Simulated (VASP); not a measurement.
# Absorption of CaO from time-dependent hybrids

Which functionals bind an exciton in CaO? The cell is of the rock-salt type, one of the forms listed for this formula. The start is a computed cell from the Materials Project.

Method: LDA; plane waves and PAW (Ca_sv, O), in the first sound run; inputs show where later runs differ, in VASP 6.6.1.

## 1. Starting point

The structure is cubic, space group Fm-3m (No. 225). The conventional cell has a = 4.807 Å, b = 4.807 Å, c = 4.807 Å, α = 90.00°, β = 90.00°, γ = 90.00°. Nearest to Ca lie 6 O at 2.40 Å. Nearest to O lie 6 Ca at 2.40 Å. Farther neighbours and most contacts between anions are not listed.

## 2. Ground state at LDA

Many-body steps start from the orbitals of a self-consistent run, here LDA. EDIFF is tight for accurate orbitals, and a narrow smearing avoids fractional occupations.

Input file INCAR:

```
SYSTEM = CaO
PREC = Accurate
ENCUT = 420
EDIFF = 1E-08
NELM = 100
ISMEAR = 0
SIGMA = 0.01
LREAL = .FALSE.
ALGO = Normal
GGA = CA
NBANDS = 14
LORBIT = 11
LWAVE = .TRUE.
LCHARG = .FALSE.
KPAR = 4
```

Input file POSCAR:

```
CaO
1.0
    0.0000000000      2.4035556960      2.4035556960
    2.4035556960      0.0000000000      2.4035556960
    2.4035556960      2.4035556960      0.0000000000
Ca O
1 1
Direct
    0.0000000000      0.0000000000      0.0000000000
    0.5000000000      0.5000000000      0.5000000000
```

Input file KPOINTS:

```
Automatic mesh
0
Gamma
6 6 6
0 0 0
```

The projector-augmented-wave data sets are Ca_sv and O (PBE family, release 64).

Launch:

```bash
$ mpirun -np 4 vasp_std
```

What it wrote:

```text
[banner, memory and clock lines left out]
running    4 mpi-ranks, on    1 nodes
 distrk:  each k-point on    1 cores,    4 groups
 distr:  one band on    1 cores,    1 groups

 POSCAR found type information on POSCAR CaO
 POSCAR found :  2 types and       2 ions
|                                                                             |
|               ----> ADVICE to this user running VASP <----                  |
|                                                                             |
|     You enforced a specific xc type in the INCAR file but a different       |
|     [... a line on the potential file left out ...]
|     I HOPE YOU KNOW WHAT YOU ARE DOING!                                     |
|                                                                             |

 LDA part: xc-table for (Slater(with rela. corr.)+CA(PZ))
 , standard interpolation
 POSCAR, INCAR and KPOINTS ok, starting setup
 FFT: planning ... GRIDC
 FFT: planning ... GRID_SOFT
 FFT: planning ... GRID
 WAVECAR not read
 entering main loop
       N       E                     dE             d eps       ncg     rms          rms(c)
DAV:   1     0.114355637739E+03    0.11436E+03   -0.74871E+03   448   0.998E+02
DAV:   2    -0.106110476093E+02   -0.12497E+03   -0.11643E+03   550   0.283E+02
DAV:   3    -0.156727604809E+02   -0.50617E+01   -0.50295E+01   514   0.590E+01
DAV:   4    -0.158240365540E+02   -0.15128E+00   -0.15120E+00   654   0.929E+00
DAV:   5    -0.158249790926E+02   -0.94254E-03   -0.94248E-03   528   0.812E-01    0.801E+00
DAV:   6    -0.144065581363E+02    0.14184E+01   -0.49050E+00   480   0.220E+01    0.367E+00
DAV:   7    -0.143122509597E+02    0.94307E-01   -0.48330E-01   542   0.691E+00    0.176E+00
DAV:   8    -0.142804332861E+02    0.31818E-01   -0.83133E-02   578   0.288E+00    0.278E-01
DAV:   9    -0.142801238510E+02    0.30944E-03   -0.61540E-03   560   0.541E-01    0.109E-01
DAV:  10    -0.142803573838E+02   -0.23353E-03   -0.72258E-04   546   0.364E-01    0.811E-02
DAV:  11    -0.142802868392E+02    0.70545E-04   -0.93677E-05   546   0.145E-01    0.107E-02
DAV:  12    -0.142802855828E+02    0.12564E-05   -0.15136E-05   638   0.470E-02    0.585E-03
DAV:  13    -0.142802853034E+02    0.27946E-06   -0.76550E-07   480   0.107E-02    0.223E-03
DAV:  14    -0.142802852424E+02    0.60943E-07   -0.27061E-07   736   0.464E-03    0.502E-04
DAV:  15    -0.142802852402E+02    0.22144E-08   -0.84583E-09   306   0.103E-03
   1 F= -.14280285E+02 E0= -.14280285E+02  d E =-.830374-112
 writing wavefunctions
```

Wall time 4.2 s (4 MPI ranks of Intel Xeon Platinum 8488C (Sapphire Rapids), shared host); peak memory 0.44 GiB; 5 s of CPU time.

The logs omit lines about the potential files and the build; timing stands in the text.

OUTCAR, selected parts (step 2):

```text
ion  position               nearest neighbor table
   1  0.000  0.000  0.000-   2 2.40   2 2.40   2 2.40   2 2.40   2 2.40   2 2.40
   2  0.500  0.500  0.500-   1 2.40   1 2.40   1 2.40   1 2.40   1 2.40   1 2.40

  LATTYP: Found a face centered cubic cell.
 ALAT       =     4.8071113920

 Subroutine GETGRP returns: Found 48 space group operations
 (whereof 48 operations were pure point group operations)

The static configuration has the point symmetry O_h .

 Found     16 irreducible k-points:

   k-points           NKPTS =     16   k-points in BZ     NKDIM =     16   number of bands    NBANDS=     14

   dimension x,y,z NGX =    24 NGY =   24 NGZ =   24
   dimension x,y,z NGXF=    48 NGYF=   48 NGZF=   48

   ENCUT  =  420.0 eV  30.87 Ry    5.56 a.u.   5.68  5.68  5.68*2*pi/ulx,y,z

   NELECT =      16.0000    total number of electrons

 k-points in reciprocal lattice and weights: Automatic mesh
   0.00000000  0.00000000  0.00000000       0.005
   0.16666667  0.00000000  0.00000000       0.037
   0.33333333  0.00000000  0.00000000       0.037
   0.50000000  0.00000000  0.00000000       0.019
   0.16666667  0.16666667  0.00000000       0.028
   0.33333333  0.16666667  0.00000000       0.111
   0.50000000  0.16666667  0.00000000       0.111
  -0.33333333  0.16666667  0.00000000       0.111
  -0.16666667  0.16666667  0.00000000       0.056
[...]
-0.33333333  0.33333333  0.16666667       0.111
  -0.33333333  0.50000000  0.16666667       0.056

 average (electrostatic) potential at core
       1 -43.7566       2 -70.2573

 E-fermi :   2.0918

 k-point     1 :       0.0000    0.0000    0.0000
  band No.  band energies     occupation
    ...
      4     -16.1722      2.00000
      5     -13.2633      2.00000
      6       1.9341      2.00000
      7       1.9341      2.00000
      8       1.9341      2.00000
      9       6.5060      0.00000
     10       8.0419      0.00000
     11       8.0419      0.00000
     12       8.0419      0.00000
     13       9.5979      0.00000
    ...

 k-point     2 :       0.1667    0.0000    0.0000
  band No.  band energies     occupation
    ...
      4     -16.1866      2.00000
      5     -12.8825      2.00000
      6       1.0505      2.00000
      7       1.5753      2.00000
      8       1.5753      2.00000
      9       7.6117      0.00000
     10       8.0206      0.00000
     11       8.5111      0.00000
     12       8.5111      0.00000
     13      10.2360      0.00000
    ...

 k-point     3 :       0.3333    0.0000    0.0000
  band No.  band energies     occupation
    ...
      4     -16.2150      2.00000
      5     -12.2759      2.00000
      6      -0.2360      2.00000
      7       0.9665      2.00000
      8       0.9665      2.00000
      9       8.3532      0.00000
     10       9.5230      0.00000
     11       9.5919      0.00000
     12       9.5919      0.00000
     13      11.5511      0.00000
    ...

  Total       -1.5269508     -1.5269508     -1.5269508      0.0000000      0.0000000      0.0000000
  in kB      -88.0933350    -88.0933350    -88.0933350      0.0000000      0.0000000      0.0000000
  external PRESSURE =     -88.0933350 kB  Pullay stress =       0.0000000 kB

  energy-cutoff  :      420.00
  volume of cell :       27.77
      direct lattice vectors                 reciprocal lattice vectors
     0.000000000  2.403555696  2.403555696    -0.208025136  0.208025136  0.208025136
     2.403555696  0.000000000  2.403555696     0.208025136 -0.208025136  0.208025136
     2.403555696  2.403555696  0.000000000     0.208025136  0.208025136 -0.208025136

 POSITION                                       TOTAL-FORCE (eV/Angst)
 -----------------------------------------------------------------------------------
      0.00000      0.00000      0.00000        -0.000000     -0.000000     -0.000000
      2.40356      2.40356      2.40356         0.000000      0.000000      0.000000
 -----------------------------------------------------------------------------------
    total drift:                                0.000000     -0.000000     -0.000000

  FREE ENERGIE OF THE ION-ELECTRON SYSTEM (eV)
  ---------------------------------------------------
  free  energy   TOTEN  =       -14.2802852402 eV

  energy  without entropy=      -14.2802852402  energy(sigma->0) =      -14.28028524

 total charge
# of ion       s       p       d       tot
------------------------------------------
    1        2.040   5.872   0.308   8.221
    2        1.555   3.432   0.000   4.987
--------------------------------------------------
tot          3.596   9.304   0.308  13.208

[... 3 further parts left out ...]
```

The gap is read on the k-mesh alone, so it is an upper bound where the band edges lie off the mesh. The PAW data sets were made with PBE, though LDA sets exist; this is a small mismatch.

A gap read on the k-mesh alone can miss the band edges.

This step gave:

```
free energy (TOTEN)            : -14.28 eV
Fermi energy                   : 2.092 eV
pressure                       : -8.809 GPa
gap on the k-mesh              : 3.464 eV
least direct gap on the k-mesh : 3.838 eV
```

## 3. Empty bands, functional LDA

ALGO = Exact diagonalises the converged Hamiltonian in one step, and LOPTICS writes the k-derivatives of the orbitals (WAVEDER), which give the transition dipoles.

Input file INCAR:

```
SYSTEM = CaO
PREC = Accurate
ENCUT = 420
ISMEAR = 0
SIGMA = 0.01
LREAL = .FALSE.
GGA = CA
NBANDS = 24
ALGO = Exact
NELM = 1
LWAVE = .TRUE.
LCHARG = .FALSE.
LOPTICS = .TRUE.
NEDOS = 1000
CSHIFT = 0.1
```

POSCAR is that of step 2.

KPOINTS is that of step 2.

Launch:

```bash
$ mpirun -np 4 vasp_std
```

What it wrote:

```text
[banner, memory and clock lines left out]
running    4 mpi-ranks, on    1 nodes
 distrk:  each k-point on    4 cores,    1 groups
 distr:  one band on    1 cores,    4 groups

 POSCAR found type information on POSCAR CaO
 POSCAR found :  2 types and       2 ions
 [... a notice as in an earlier step ...]

 LDA part: xc-table for (Slater(with rela. corr.)+CA(PZ))
 , standard interpolation
 found WAVECAR, reading the header
  number of bands has changed, file:    14 present:    24
  trying to continue reading WAVECAR, but it might fail
 POSCAR, INCAR and KPOINTS ok, starting setup
 FFT: planning ... GRIDC
 FFT: planning ... GRID_SOFT
 FFT: planning ... GRID
 reading WAVECAR
 random initialization beyond band           14
 the WAVECAR file was read successfully
 initial charge from wavefunction
 entering main loop
       N       E                     dE             d eps       ncg     rms          rms(c)
DIA:   1    -0.142802852434E+02   -0.14280E+02    0.00000E+00     0   0.000E+00
   1 F= -.14280285E+02 E0= -.14280285E+02  d E =-.535912E-17
 writing wavefunctions
 optical routines
 imaginary and real dielectric function
 recalculating local potential from charge density
 direction            1
 direction            2
 direction            3
```

Run time: 6.4 s. Hardware: 4 MPI ranks; peak memory 0.51 GiB; 10 s of CPU time.

Parts of OUTCAR (step 3):

```text
The static configuration has the point symmetry O_h .

 Found     16 irreducible k-points:

   k-points           NKPTS =     16   k-points in BZ     NKDIM =     16   number of bands    NBANDS=     24

   NELECT =      16.0000    total number of electrons

 E-fermi :   1.9893

 k-point     1 :       0.0000    0.0000    0.0000
  band No.  band energies     occupation
    ...
      4     -16.1722      2.00000
      5     -13.2632      2.00000
      6       1.9343      2.00000
      7       1.9343      2.00000
      8       1.9343      2.00000
      9       6.5060      0.00000
     10       8.0419      0.00000
     11       8.0419      0.00000
     12       8.0419      0.00000
     13       9.5979      0.00000
    ...

 k-point     2 :       0.1667    0.0000    0.0000
  band No.  band energies     occupation
    ...
      4     -16.1866      2.00000
      5     -12.8823      2.00000
      6       1.0506      2.00000
      7       1.5754      2.00000
      8       1.5754      2.00000
      9       7.6117      0.00000
     10       8.0206      0.00000
     11       8.5111      0.00000
     12       8.5111      0.00000
     13      10.2360      0.00000
    ...

  Total       -1.5285282     -1.5285282     -1.5285282     -0.0000000      0.0000000      0.0000000
  in kB      -88.1843382    -88.1843382    -88.1843382     -0.0000000      0.0000000      0.0000000
  external PRESSURE =     -88.1843382 kB  Pullay stress =       0.0000000 kB

 POSITION                                       TOTAL-FORCE (eV/Angst)
 -----------------------------------------------------------------------------------
      0.00000      0.00000      0.00000        -0.000000      0.000000      0.000000
      2.40356      2.40356      2.40356         0.000000     -0.000000     -0.000000
 -----------------------------------------------------------------------------------
    total drift:                                0.000000     -0.000000     -0.000000

  FREE ENERGIE OF THE ION-ELECTRON SYSTEM (eV)
  ---------------------------------------------------
  free  energy   TOTEN  =       -14.2802852434 eV

  energy  without entropy=      -14.2802852434  energy(sigma->0) =      -14.28028524

 plasma frequency squared (from intraband transitions) (eV^2)
  --------------------------------------------------------------------------------------
       0.000       0.000      -0.000
       0.000       0.000       0.000
      -0.000       0.000       0.000

[... 7 parts as in an earlier step ...]

[... 5 further parts left out ...]
```

Numbers from this step:

- least direct gap on the k-mesh: 3.837 eV

WAVECAR now holds 24 bands for 16 electrons. Its independent-particle dielectric tensor has xx, yy, zz = 4.0, 4.0, 4.0 on this mesh, which isn't tested for convergence in mesh or bands and lacks local fields.

## 4. Casida equation on LDA

This step: time-dependent LDA, Casida form; plane waves and PAW (Ca_sv, O) (VASP 6.6.1).

The Casida equation, in the Tamm-Dancoff approximation (ANTIRES = 0), couples the pairs by a local exchange-correlation kernel; a semilocal kernel is short-ranged.

Input file INCAR:

```
SYSTEM = CaO
PREC = Accurate
ENCUT = 420
ISMEAR = 0
SIGMA = 0.01
LREAL = .FALSE.
GGA = CA
NBANDS = 24
ALGO = TDHF
NBANDSO = 4
NBANDSV = 4
OMEGAMAX = 25
NEDOS = 1000
CSHIFT = 0.1
PRECFOCK = Fast
LWAVE = .FALSE.
LCHARG = .FALSE.
ANTIRES = 0
LFXC = .TRUE.
LADDER = .FALSE.
```

POSCAR is that of step 3.

KPOINTS is that of step 3.

Launch:

```bash
$ mpirun -np 4 vasp_std
```

What it wrote:

```text
[banner, memory and clock lines left out]
running    4 mpi-ranks, on    1 nodes
 distrk:  each k-point on    4 cores,    1 groups
 distr:  one band on    1 cores,    4 groups

 POSCAR found type information on POSCAR CaO
 POSCAR found :  2 types and       2 ions
|                                                                             |
|               ----> ADVICE to this user running VASP <----                  |
|                                                                             |
|     You enforced a specific xc type in the INCAR file but a different       |
|     [... a line on the potential file left out ...]
|     I HOPE YOU KNOW WHAT YOU ARE DOING!                                     |
|                                                                             |

|                                                                             |
|           W    W    AA    RRRRR   N    N  II  N    N   GGGG   !!!           |
|           W    W   A  A   R    R  NN   N  II  NN   N  G    G  !!!           |
|           W    W  A    A  R    R  N N  N  II  N N  N  G       !!!           |
|           W WW W  AAAAAA  RRRRR   N  N N  II  N  N N  G  GGG   !            |
|           WW  WW  A    A  R   R   N   NN  II  N   NN  G    G                |
|           W    W  A    A  R    R  N    N  II  N    N   GGGG   !!!           |
|                                                                             |
|     The default for ENCUTGWSOFT is different in this version of VASP.       |
|     please manually set ENCUTGWSOFT =280 in the INCAR file.                 |
|                                                                             |

 LDA part: xc-table for (Slater(with rela. corr.)+CA(PZ))
 , standard interpolation
 found WAVECAR, reading the header
 POSCAR, INCAR and KPOINTS ok, starting setup
 FFT: planning ... GRIDC
 FFT: planning ... GRID_SOFT
 FFT: planning ... GRID
 reading WAVECAR
 the WAVECAR file was read successfully
 initial charge from wavefunction
 available memory per node:    133.78 GB, setting MAXMEM to    136995

 The Fermi energy was updated, please check that it is located mid-gap
 values below the HOMO (VB) or above the LUMO (CB) will cause erroneous energies
 E-fermi :   3.6662

 the WAVEDER file was read successfully
 responsefunction array rank=     308
 LDA part: xc-table for (Slater(with rela. corr.)+CA(PZ))
 , standard interpolation

 min. memory requirement per mpi rank     78.9 MB, per node    315.6 MB

 Doing            0  frequencies on each core in blocks of            0
 parallelization over k-points
 Using distributed matrix
 Using distributed eigensolver
 allocating two-electron 4 orbital integral table    4    4    4    4
 BSE setting up matrix
 available memory per node:    133.68 GB, setting MAXMEM to    136884
 Calculate matrix elements of the BSE Hamiltonian:
 Workload is divided into blocks of two-electron 4 orbital integrals computed in
  parallel.
 Each block/integral has dimensions  of (   4,   4,   4,   4) orbitals
 Total number of blocks/integrals:                23436
 Number of spins:                                     1
 Number of kpoints:                                 216
 Spin channel:                                        1
  Number of blocks of unoccupied bands:               1
  Number of blocks of occupied bands:                 1
 Number of rows/columns of blocks:                  216

                                                        Time (sec)
               Integrals                 Ranks       Real         CPU
  [         1 -        864/     23436]     4         0.33        0.00
  [       865 -       1728/     23436]     4         0.65        0.00
  [      1729 -       2592/     23436]     4         0.98        0.00
  [      2593 -       3456/     23436]     4         1.30        0.00
  [      3457 -       4320/     23436]     4         1.63        0.00
  [      4321 -       5184/     23436]     4         1.96        0.00
  [      5185 -       6048/     23436]     4         2.30        0.00
  [      6049 -       6912/     23436]     4         2.63        0.00
  [      6913 -       7776/     23436]     4         2.99        0.00
  [      7777 -       8640/     23436]     4         3.31        0.00
  [      8641 -       9504/     23436]     4         3.65        0.00
  [      9505 -      10368/     23436]     4         3.99        0.00
  [     10369 -      11232/     23436]     4         4.31        0.00
  [     11233 -      12096/     23436]     4         4.64        0.00
  [     12097 -      12960/     23436]     4         4.95        0.00
  [     12961 -      13824/     23436]     4         5.28        0.00
  [     13825 -      14688/     23436]     4         5.61        0.00
  [     14689 -      15552/     23436]     4         5.96        0.00
  [     15553 -      16416/     23436]     4         6.30        0.00
  [     16417 -      17280/     23436]     4         6.61        0.00
  [     17281 -      18144/     23436]     4         6.93        0.00
  [     18145 -      19008/     23436]     4         7.25        0.00
  [     19009 -      19872/     23436]     4         7.56        0.00
  [     19873 -      20736/     23436]     4         7.87        0.00
  [     20737 -      21600/     23436]     4         8.19        0.00
  [     21601 -      22464/     23436]     4         8.51        0.00
  [     22465 -      23328/     23436]     4         8.83        0.00
  [     23329 -      23436/     23436]     4         8.91        0.00

 BSE redistributing all elements
 BSE diagonalizing matrix PDSYEVX_ZHEEVX_DESC
 BSE calculating oscillator strength
```

The job ended after 28 s (4 MPI ranks; peak memory 1.2 GiB; 92 s of CPU time).

OUTCAR, selected parts (step 4):

```text
The static configuration has the point symmetry O_h .

 Found     16 irreducible k-points:

   k-points           NKPTS =     16   k-points in BZ     NKDIM =    216   number of bands    NBANDS=     24

   NELECT =      16.0000    total number of electrons

 E-fermi :   3.6662

[... 7 parts as in an earlier step ...]
```

Numbers from this step:

* lowest excitation: 3.837 eV

The imaginary dielectric function, xx has structure finer than the step of the table below, so its rows give means over 1 eV, whole bins alone (the curve runs from 0 to 25 eV). Peaks (eV: height): 4.9: 3.72, 6.0: 5.91, 7.1: 5.04, 7.6: 5.97, 8.6: 4.84, 9.1: 4.73, 9.8: 6.37.

From 4 filled and 4 empty bands alone, without any pair above OMEGAMAX = 25 eV, so strength is missing wherever others contribute; lines are broadened by CSHIFT, which also makes the tail under the first line. Imaginary dielectric function, xx against photon energy; means over each step:

| photon energy (eV) | imaginary dielectric function, xx |
| --- | --- |
| 1 | 0.0104 |
| 2 | 0.0266 |
| 3 | 0.0826 |
| 4 | 1.03 |
| 5 | 1.94 |
| 6 | 3.53 |
| 7 | 3.05 |
| 8 | 3.85 |
| 9 | 4.03 |
| 10 | 3.74 |
| 11 | 0.683 |
| 12 | 0.0765 |
| 13 | 0.0359 |
| 14 | 0.0219 |
| 15 | 0.0151 |
| 16 | 0.0112 |
| 17 | 0.00893 |
| 18 | 0.00848 |
| 19 | 0.0284 |
| 20 | 0.0767 |
| 21 | 0.119 |
| 22 | 0.114 |
| 23 | 0.0905 |
| 24 | 0.0134 |

The lowest excitation lies at 3.837 eV, +0 meV against the direct gap of these orbitals. No second mesh in this session tests these energies, peaks and heights.

[end of part 1 of 4]

[Lines on the potential files, build, host, timing and source positions are cut from VASP's logs without a mark.]

[Logs are printed without paths, hosts, clocks, repeated set-up lines and the standing remarks that a program may print on its own settings, such as how far it seeks lower states.]

[Hosts, paths, dates, database ids (printed as entryN), source tags and the programs' standing remarks are cut or masked in the printed files.]

[Pressures printed for these runs are not shown converged in the cutoff: they can be off by several GPa and have the wrong sign.]
